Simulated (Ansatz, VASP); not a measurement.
# Cross-check of In3Sb3H8 (InSb wire along [110], 6 atoms a period, H-terminated) between VASP and Ansatz, part 2 of 2

Wanted: the spread between two codes on one cell, functional and k mesh. Of the first pair: The structure shown is the start of the Ansatz relaxation below; VASP solves that cell, so the two are compared at the walk's first step.

VASP 6.6.1 and Ansatz 0.2.0.

So far: Starting point; Ansatz: relaxation, PBE.

## (3) VASP: single point, PBE, start cell, pair 1

Level of this step: PBE; plane waves and PAW (Sb, In_d, H) (VASP).

The same cell, functional, mesh and smearing now go to VASP, with its own data sets.

Lines of VASP's logs that name or quote its potential files are left out, and so is its time.

The input, INCAR:

```
SYSTEM = In3Sb3H8
PREC = Accurate
ENCUT = 400
EDIFF = 1E-06
NELM = 120
ISMEAR = -1
SIGMA = 0.05
LREAL = .FALSE.
ALGO = Normal
GGA = PE
NBANDS = 45
LORBIT = 11
LWAVE = .FALSE.
LCHARG = .FALSE.
ISIF = 2
LASPH = .TRUE.
GGA_COMPAT = .FALSE.
EFERMI = MIDGAP
KPAR = 4
```

The input, POSCAR:

```
In3Sb3H8
1.0
   13.8110000000      0.0000000000      0.0000000000
    0.0000000000     14.3950000000      0.0000000000
    0.0000000000      0.0000000000      4.6881180000
Sb In H
3 3 8
Direct
    0.3193369778      0.5000000000      0.0000000000
    0.5593630440      0.6628384161      0.5000000000
    0.5593630440      0.3371615839      0.5000000000
    0.4393500109      0.6628384161      0.0000000000
    0.4393500109      0.3371615839      0.0000000000
    0.6793760770      0.5000000000      0.5000000000
    0.7537865470      0.5000000000      0.1899898851
    0.2461805807      0.5000000000      0.3047852038
    0.6325194410      0.7620998958      0.5000000000
    0.6325194410      0.2379001042      0.5000000000
    0.2461805807      0.5000000000      0.6952147962
    0.7537865470      0.5000000000      0.8100101149
    0.3649394685      0.7638015283      0.0000000000
    0.3649394685      0.2361984717      0.0000000000
```

The input, KPOINTS:

```
Automatic mesh
0
Gamma
1 1 18
0 0 0
```

Potentials, in the order of the species: Sb, In_d and H (PBE family, release 64).

Started as:

```
$ mpirun -np 4 vasp_std
```

Numbers of over 12 decimals in the logs are rounded to 6 here.

The log of the run:

```text
[banner, memory and clock lines left out]
running    4 mpi-ranks, on    1 nodes
 distrk:  each k-point on    1 cores,    4 groups
 distr:  one band on    1 cores,    1 groups

 POSCAR found type information on POSCAR SbInH
 POSCAR found :  3 types and      14 ions
 LDA part: xc-table for (Slater+PW92), standard interpolation
 POSCAR, INCAR and KPOINTS ok, starting setup
 FFT: planning ... GRIDC
 FFT: planning ... GRID_SOFT
 FFT: planning ... GRID
 WAVECAR not read
 entering main loop
       N       E                     dE             d eps       ncg     rms          rms(c)
DAV:   1     0.377975199281E+03    0.37798E+03   -0.19543E+04  1076   0.829E+02
DAV:   2    -0.100685074142E+02   -0.38804E+03   -0.38078E+03  1112   0.238E+02
DAV:   3    -0.444774949737E+02   -0.34409E+02   -0.34242E+02  1136   0.961E+01
DAV:   4    -0.457076073517E+02   -0.12301E+01   -0.12290E+01  1171   0.229E+01
DAV:   5    -0.457504266835E+02   -0.42819E-01   -0.42817E-01  1371   0.316E+00    0.114E+01
DAV:   6    -0.435386315794E+02    0.22118E+01   -0.13978E+00  1299   0.996E+00    0.654E+00
DAV:   7    -0.429365765939E+02    0.60205E+00   -0.35419E+00  1235   0.789E+00    0.193E+00
DAV:   8    -0.429423060896E+02   -0.57295E-02   -0.75944E-01  1088   0.486E+00    0.110E+00
DAV:   9    -0.429359100440E+02    0.63960E-02   -0.48064E-02  1179   0.101E+00    0.771E-01
DAV:  10    -0.429291420806E+02    0.67680E-02   -0.13682E-02  1184   0.480E-01    0.319E-01
DAV:  11    -0.429275449136E+02    0.15972E-02   -0.89109E-03  1153   0.584E-01    0.210E-01
DAV:  12    -0.429290307436E+02   -0.14858E-02   -0.26744E-03  1101   0.211E-01    0.914E-02
DAV:  13    -0.429310526304E+02   -0.20219E-02   -0.92105E-04  1057   0.967E-02    0.102E-01
DAV:  14    -0.429326374321E+02   -0.15848E-02   -0.28614E-04  1147   0.650E-02    0.545E-02
DAV:  15    -0.429336465319E+02   -0.10091E-02   -0.17189E-04  1078   0.633E-02    0.284E-02
DAV:  16    -0.429346267755E+02   -0.98024E-03   -0.13648E-04  1050   0.325E-02    0.152E-02
DAV:  17    -0.429348956964E+02   -0.26892E-03   -0.53173E-05  1001   0.211E-02    0.935E-03
DAV:  18    -0.429351371528E+02   -0.24146E-03   -0.24309E-05  1016   0.138E-02    0.489E-03
DAV:  19    -0.429352725013E+02   -0.13535E-03   -0.11514E-05   929   0.777E-03    0.284E-03
DAV:  20    -0.429353462831E+02   -0.73782E-04   -0.49803E-06   906   0.477E-03    0.197E-03
DAV:  21    -0.429353873435E+02   -0.41060E-04   -0.41495E-06   875   0.403E-03    0.139E-03
DAV:  22    -0.429353931361E+02   -0.57926E-05   -0.42218E-07   912   0.185E-03    0.959E-04
DAV:  23    -0.429353952087E+02   -0.20726E-05   -0.18172E-07   764   0.119E-03    0.553E-04
DAV:  24    -0.429353954818E+02   -0.27316E-06   -0.19987E-08   800   0.540E-04
   1 F= -.42935395E+02 E0= -.42933392E+02  d E =-.400715E-02
```

OUTCAR, selected parts (step 3):

```text
ion  position               nearest neighbor table
   1  0.319  0.500  0.000-   8 1.75  11 1.75   4 2.87   5 2.87
   2  0.559  0.663  0.500-   9 1.75   6 2.87   4 2.87   4 2.87
   3  0.559  0.337  0.500-  10 1.75   6 2.87   5 2.87   5 2.87
   4  0.439  0.663  0.000-  13 1.78   1 2.87   2 2.87   2 2.87
   5  0.439  0.337  0.000-  14 1.78   1 2.87   3 2.87   3 2.87
   6  0.679  0.500  0.500-   7 1.78  12 1.78   2 2.87   3 2.87
   7  0.754  0.500  0.190-   6 1.78
   8  0.246  0.500  0.305-   1 1.75
   9  0.633  0.762  0.500-   2 1.75
  10  0.633  0.238  0.500-   3 1.75
  11  0.246  0.500  0.695-   1 1.75
  12  0.754  0.500  0.810-   6 1.78
  13  0.365  0.764  0.000-   4 1.78
  14  0.365  0.236  0.000-   5 1.78

  LATTYP: Found a simple orthorhombic cell.
 ALAT       =     4.6881180000
 B/A-ratio  =     2.9459582715
 C/A-ratio  =     3.0705285149

 Subroutine GETGRP returns: Found  4 space group operations
 (whereof  4 operations were pure point group operations)

The static configuration has the point symmetry C_2v.

 Found     10 irreducible k-points:

   k-points           NKPTS =     10   k-points in BZ     NKDIM =     10   number of bands    NBANDS=     45

   dimension x,y,z NGX =    90 NGY =   96 NGZ =   32
   dimension x,y,z NGXF=   180 NGYF=  192 NGZF=   64

   ENCUT  =  400.0 eV  29.40 Ry    5.42 a.u.  22.52 23.47  7.65*2*pi/ulx,y,z

   NELECT =      62.0000    total number of electrons

 k-points in reciprocal lattice and weights: Automatic mesh
   0.00000000  0.00000000  0.00000000       0.056
   0.00000000  0.00000000  0.05555556       0.111
   0.00000000  0.00000000  0.11111111       0.111
   0.00000000  0.00000000  0.16666667       0.111
   0.00000000  0.00000000  0.22222222       0.111
   0.00000000  0.00000000  0.27777778       0.111
   0.00000000  0.00000000  0.33333333       0.111
   0.00000000  0.00000000  0.38888889       0.111
   0.00000000  0.00000000  0.44444444       0.111
   0.00000000  0.00000000  0.50000000       0.056

 average (electrostatic) potential at core
       1 -95.8017       2 -94.8420       3 -94.8420       4-103.5798       5-103.5798
       6-102.5322       7 -37.1897       8 -40.5611       9 -39.7693      10 -39.7693
      11 -40.5611      12 -37.1897      13 -37.8566      14 -37.8566

 E-fermi :  -2.0173

 k-point     1 :       0.0000    0.0000    0.0000
  band No.  band energies     occupation
    ...
     27      -3.7182      2.00000
     28      -3.6169      2.00000
     29      -3.5937      2.00000
     30      -3.3743      2.00000
     31      -2.1447      1.85491
     32      -1.8927      0.15285
     33      -1.1183      0.00000
     34      -0.7044      0.00000
     35       0.0551      0.00000
     36       0.2067      0.00000
    ...

 k-point     2 :       0.0000    0.0000    0.0556
  band No.  band energies     occupation
    ...
     27      -3.7956      2.00000
     28      -3.6663      2.00000
     29      -3.5991      2.00000
     30      -3.4998      2.00000
     31      -2.2524      1.98201
     32      -1.7706      0.01428
     33      -0.9810      0.00000
     34      -0.5652      0.00000
     35       0.0510      0.00000
     36       0.2334      0.00000
    ...

 k-point     3 :       0.0000    0.0000    0.1111
  band No.  band energies     occupation
    ...
     27      -4.0296      2.00000
     28      -3.7882      2.00000
     29      -3.7449      2.00000
     30      -3.6150      2.00000
     31      -2.4645      1.99974
     32      -1.5197      0.00010
     33      -0.6780      0.00000
     34      -0.2404      0.00000
     35       0.0162      0.00000
     36       0.3374      0.00000
    ...

  Total       -2.2791791     -1.9181554     -0.1870707      0.0000000      0.0000000      0.0000000
  in kB       -3.9179033     -3.2973044     -0.3215740      0.0000000      0.0000000      0.0000000
  external PRESSURE =      -2.5122605 kB  Pullay stress =       0.0000000 kB

  energy-cutoff  :      400.00
  volume of cell :      932.04
      direct lattice vectors                 reciprocal lattice vectors
    13.811000000  0.000000000  0.000000000     0.072406053  0.000000000  0.000000000
     0.000000000 14.395000000  0.000000000     0.000000000  0.069468565  0.000000000
     0.000000000  0.000000000  4.688118000     0.000000000  0.000000000  0.213305211

 POSITION                                       TOTAL-FORCE (eV/Angst)
 -----------------------------------------------------------------------------------
      4.41036      7.19750      0.00000         0.484811      0.000000     -0.000000
      7.72536      9.54156      2.34406        -0.058660     -0.515292     -0.000000
      7.72536      4.85344      2.34406        -0.058660      0.515292     -0.000000
      6.06786      9.54156      0.00000        -0.162894      1.204913     -0.000000
      6.06786      4.85344      0.00000        -0.162894     -1.204913     -0.000000
      9.38286      7.19750      2.34406         1.360811      0.000000     -0.000000
     10.41055      7.19750      0.89070        -0.389533      0.000000      0.175537
      3.40000      7.19750      1.42887        -0.030135      0.000000     -0.469875
      8.73573     10.97043      2.34406        -0.352957     -0.329009     -0.000000
      8.73573      3.42457      2.34406        -0.352957      0.329009     -0.000000
      3.40000      7.19750      3.25925        -0.030135      0.000000      0.469875
     10.41055      7.19750      3.79742        -0.389533      0.000000     -0.175537
      5.04018     10.99492      0.00000         0.071367     -0.295287     -0.000000
      5.04018      3.40008      0.00000         0.071367      0.295287     -0.000000
 -----------------------------------------------------------------------------------
    total drift:                               -0.001090      0.000000      0.000003

  FREE ENERGIE OF THE ION-ELECTRON SYSTEM (eV)
  ---------------------------------------------------
  free  energy   TOTEN  =       -42.9353954818 eV

  energy  without entropy=      -42.9313883290  energy(sigma->0) =      -42.93339191

 total charge
# of ion       s       p       d       tot
------------------------------------------
    1        1.105   1.345   0.036   2.486
    2        1.111   1.334   0.026   2.471
    3        1.111   1.334   0.026   2.471
    4        0.850   0.738   9.861  11.449
    5        0.850   0.738   9.861  11.449
    6        0.861   0.803   9.863  11.527
    7        0.501   0.008   0.000   0.509
    8        0.497   0.011   0.000   0.508
    9        0.494   0.010   0.000   0.504
   10        0.494   0.010   0.000   0.504
   11        0.497   0.011   0.000   0.508
   12        0.501   0.008   0.000   0.509
   13        0.503   0.006   0.000   0.509
   14        0.503   0.006   0.000   0.509
--------------------------------------------------
tot          9.879   6.361  29.673  45.912

[... 3 further parts left out ...]
```

## (4) Side by side

Known differences besides the potentials themselves: the data sets hold 92 valence electrons in Ansatz (on its PAW soft_1 files) and 62 in VASP; the cutoff is 420 eV in Ansatz and 400 eV in VASP. Total energies have different zeros and are not compared.

Forces on 10 of the 14 atoms, those with the largest forces and the largest differences (eV/Å; atoms numbered as in POSCAR):

```tsv
atom	Ansatz x, y, z	VASP x, y, z
Sb1	0.371, 0.000, 0.000	0.485, 0.000, 0.000
Sb2	-0.009, -0.432, 0.000	-0.059, -0.515, 0.000
Sb3	-0.009, 0.432, 0.000	-0.059, 0.515, 0.000
In4	-0.157, 1.205, 0.000	-0.163, 1.205, 0.000
In5	-0.157, -1.205, 0.000	-0.163, -1.205, 0.000
In6	1.363, 0.000, 0.000	1.361, 0.000, 0.000
H8	0.022, 0.000, -0.545	-0.030, 0.000, -0.470
H9	-0.405, -0.401, 0.000	-0.353, -0.329, 0.000
H10	-0.405, 0.401, 0.000	-0.353, 0.329, 0.000
H11	0.022, 0.000, 0.545	-0.030, 0.000, 0.470
```

The forces differ by 39 meV/Å r.m.s., which is 9.6 % of the r.m.s. force of 0.409 eV/Å (both taken over all components).

## (5) Ansatz: relaxation, PBE

This run makes the geometry at which the two programs are then compared. The cell compared in this pair holds 952.29 Å³, against 932.04 Å³ for the pair before.

The structure compared here is the end of the Ansatz relaxation.

The input, input.yaml:

```yaml
crystal:
  lattice:
    - [13.811, 0.0, 0.0]
    - [0.0, 14.395, 0.0]
    - [0.0, 0.0, 4.6881179593]
  atoms:
    - { symbol: Sb, position: [0.319336976, 0.499994644, 0.0] }
    - { symbol: In, position: [0.439350009, 0.662833058, 0.0] }
    - { symbol: In, position: [0.439350009, 0.337156229, 0.0] }
    - { symbol: H, position: [0.75378658, 0.499994644, 0.189989901] }
    - { symbol: H, position: [0.246180581, 0.499994644, 0.30478521] }
    - { symbol: Sb, position: [0.559363042, 0.662833058, 0.5] }
    - { symbol: Sb, position: [0.559363042, 0.337156229, 0.5] }
    - { symbol: H, position: [0.632519437, 0.762094539, 0.5] }
    - { symbol: H, position: [0.632519437, 0.237894748, 0.5] }
    - { symbol: In, position: [0.679376075, 0.499994644, 0.5] }
    - { symbol: H, position: [0.246180581, 0.499994644, 0.69521479] }
    - { symbol: H, position: [0.75378658, 0.499994644, 0.810010099] }
    - { symbol: H, position: [0.364939504, 0.763796164, 0.0] }
    - { symbol: H, position: [0.364939504, 0.236193123, 0.0] }
kpoints:
  mp_grid: { grid: [1, 1, 18] }
scf:
  occupations: { method: fermi_dirac, width: 0.05 }
hamiltonian:
  xc: pbe
  pseudopotentials: { kind: paw, azcp: { folder: soft_1 } }
relax:
  cell: { fix: [a, b, alpha, beta, gamma] }
  max_steps: 45
  f_tol: 0.03
```

Started as:

```
$ ansatz run input.yaml --threads 4 --pin off --max-ram 16384MiB --backend cpu --events-out ev --progress --plain --runs-dir out
```

The log of the run:

```text
[...]
Crystal: 14 atoms, lattice volume = 932.042 Å³
Basis set: ecut = 420 eV, 18193 PW (Γ), exchange–correlation on 192×200×64 points (8 copies of the dense FFT grid, shifted against one another)
Bands: 60, of which v1, the nominal top of the filled ones, is band 46 counted from 1 (45 counted from 0)
Symmetry: 4 space group operations
[...]
k-points: 10 of 18
[...]
- { symbol: Sb, position: [0.553011, 0.350082, 0.500000] }
    - { symbol: H, position: [0.619198, 0.750796, 0.500000] }
    - { symbol: H, position: [0.619198, 0.249204, 0.500000] }
    - { symbol: In, position: [0.696847, 0.5, 0.500000] }
    - { symbol: H, position: [0.256904, 0.5, 0.736427] }
    - { symbol: H, position: [0.748370, 0.5, 0.829527] }
    - { symbol: H, position: [0.358694, 0.770697, 3.964559577692356e-19] }
    - { symbol: H, position: [0.358694, 0.229303, 3.964559577692356e-19] }
[key lines of the parts left out:]
SCF converged after 7 iterations
Free energy (F): -36371.090927 eV
Fermi energy:    -1.580505 eV
P = ⅓ Tr σ = 0.0098 GPa (0.098 kbar)
```

## (6) VASP: single point, PBE, relaxed cell, pair 2

The same cell, functional, mesh and smearing now go to VASP, with its own data sets.

Changes to INCAR since step 3:

```diff
@@ -2,3 +2,3 @@
 PREC = Accurate
-ENCUT = 400
+ENCUT = 500
 EDIFF = 1E-06
```

The input, POSCAR:

```
In3Sb3H8
1.0
   13.8110000000      0.0000000000      0.0000000000
    0.0000000000     14.3950000000      0.0000000000
    0.0000000000      0.0000000000      4.7899712618
Sb In H
3 3 8
Direct
    0.3406307144      0.5000000000      0.0000000000
    0.5530106093      0.6499180070      0.5000000000
    0.5530106093      0.3500819930      0.5000000000
    0.4405805878      0.6788769444      0.0000000000
    0.4405805878      0.3211230556      0.0000000000
    0.6968466185      0.5000000000      0.5000000000
    0.7483699838      0.5000000000      0.1704731799
    0.2569039358      0.5000000000      0.2635734580
    0.6191975687      0.7507961881      0.5000000000
    0.6191975687      0.2492038119      0.5000000000
    0.2569039358      0.5000000000      0.7364265420
    0.7483699838      0.5000000000      0.8295268201
    0.3586943266      0.7706970521      0.0000000000
    0.3586943266      0.2293029479      0.0000000000
```

KPOINTS is that of step 3.

Started as:

```
$ mpirun -np 4 vasp_std
```

The log of the run:

```text
[... set-up lines as in an earlier step ...]
 entering main loop
       N       E                     dE             d eps       ncg     rms          rms(c)
DAV:   1     0.403600487417E+03    0.40360E+03   -0.21431E+04  1052   0.977E+02
DAV:   2    -0.541370484099E+01   -0.40901E+03   -0.39840E+03  1081   0.244E+02
DAV:   3    -0.446621420349E+02   -0.39248E+02   -0.39018E+02  1120   0.103E+02
DAV:   4    -0.462598064623E+02   -0.15977E+01   -0.15948E+01  1152   0.256E+01
[...]
DAV:  22    -0.437637045236E+02   -0.66170E-05   -0.55360E-07   868   0.262E-03    0.834E-04
DAV:  23    -0.437637061834E+02   -0.16597E-05   -0.13940E-07   862   0.171E-03    0.357E-04
DAV:  24    -0.437637067729E+02   -0.58947E-06   -0.68378E-08   830   0.105E-03
   1 F= -.43763707E+02 E0= -.43763707E+02  d E =-.120234E-07
```

OUTCAR, selected parts (step 6):

```text
  Total        0.0581622      0.0514409      0.1652265      0.0000000      0.0000000      0.0000000
  in kB        0.0978548      0.0865464      0.2779845      0.0000000      0.0000000      0.0000000
  external PRESSURE =       0.1541286 kB  Pullay stress =       0.0000000 kB

 POSITION                                       TOTAL-FORCE (eV/Angst)
 -----------------------------------------------------------------------------------
      4.70445      7.19750      0.00000         0.153465      0.000000     -0.000000
      7.63763      9.35557      2.39499        -0.055868     -0.091712     -0.000000
      7.63763      5.03943      2.39499        -0.055868      0.091712     -0.000000
      6.08486      9.77243      0.00000        -0.019495      0.010692     -0.000000
      6.08486      4.62257      0.00000        -0.019495     -0.010692     -0.000000
      9.62415      7.19750      2.39499         0.017761      0.000000     -0.000000
     10.33574      7.19750      0.81656        -0.009301      0.000000      0.016496
      3.54810      7.19750      1.26251        -0.070979      0.000000      0.073019
      8.55174     10.80771      2.39499         0.057734      0.083915     -0.000000
      8.55174      3.58729      2.39499         0.057734     -0.083915     -0.000000
      3.54810      7.19750      3.52746        -0.070979      0.000000     -0.073019
     10.33574      7.19750      3.97341        -0.009301      0.000000     -0.016496
      4.95393     11.09418      0.00000         0.012296     -0.011170     -0.000000
      4.95393      3.30082      0.00000         0.012296      0.011170      0.000000
 -----------------------------------------------------------------------------------
    total drift:                                0.001877      0.000000      0.000001

  FREE ENERGIE OF THE ION-ELECTRON SYSTEM (eV)
  ---------------------------------------------------
  free  energy   TOTEN  =       -43.7637067729 eV

  energy  without entropy=      -43.7637067608  energy(sigma->0) =      -43.76370677

[... 1 part as in an earlier step ...]

[... 2 further parts left out ...]
[key lines of the parts left out:]
E-fermi :  -2.1137
```

## (7) Differences

What differs besides the data sets and the points named for the pairs above, as far as they apply: the data sets hold 92 valence electrons in Ansatz (on its PAW soft_1 files) and 62 in VASP; the cutoff is 420 eV in Ansatz and 500 eV in VASP; Ansatz's pressure holds a Pulay correction, VASP's none. Total energies have different zeros and are not compared.

Compared:

```tsv
quantity	Ansatz	VASP	difference
pressure (GPa)	0.01	0.02	-0.01
gap on the k mesh (eV)	1.698	1.687	+0.011
```

Forces on 7 of the 14 atoms, those with the largest forces and the largest differences (eV/Å; atoms numbered as in POSCAR):

```tsv
atom	Ansatz x, y, z	VASP x, y, z
Sb1	0.010, 0.000, 0.000	0.153, 0.000, 0.000
Sb2	-0.008, -0.001, 0.000	-0.056, -0.092, 0.000
Sb3	-0.008, 0.001, 0.000	-0.056, 0.092, 0.000
H8	-0.002, 0.000, 0.001	-0.071, 0.000, 0.073
H9	0.007, 0.001, 0.000	0.058, 0.084, 0.000
H10	0.007, -0.001, 0.000	0.058, -0.084, 0.000
H11	-0.002, 0.000, -0.001	-0.071, 0.000, -0.073
```

The forces differ by 44 meV/Å r.m.s., where the r.m.s. force is 0.004 eV/Å in Ansatz and 0.046 eV/Å in VASP: the atoms lie near their places of rest in Ansatz, so a percentage would say little (all taken over all components). A gap on the mesh is an upper bound, since the band edges may lie between its points.

## (8) Summary of results

```yaml
r_m_s_force_difference_single_point_pbe_start_cell_pair_1: 9.6 % of the r.m.s. force
r_m_s_force_difference_single_point_pbe_relaxed_cell_pair_2: 44 meV/Å
```

What this shows: The r.m.s. force difference is 44 meV/Å (single point, PBE, relaxed cell, pair 2), beyond the 12 meV/Å picked in this series as the mark of a large difference. The data sets hold unlike numbers of valence electrons (92 in Ansatz and 62 in VASP), so part of the differences comes from the potentials. What causes the difference of the single point, PBE, start cell, pair 1 pair stays open here. What causes the difference of the single point, PBE, relaxed cell, pair 2 pair stays open here. Such differences can come from data sets, numerical settings and the points named under the comparisons, not from the functional's error against experiment.

[Lines on the potential files, build, host, timing and source positions are cut from VASP's logs without a mark.]

[Logs are printed without paths, hosts, clocks, repeated set-up lines and the standing remarks that a program may print on its own settings, such as how far it seeks lower states.]

[Hosts, paths, dates, database ids (printed as entryN), source tags and the programs' standing remarks are cut or masked in the printed files.]
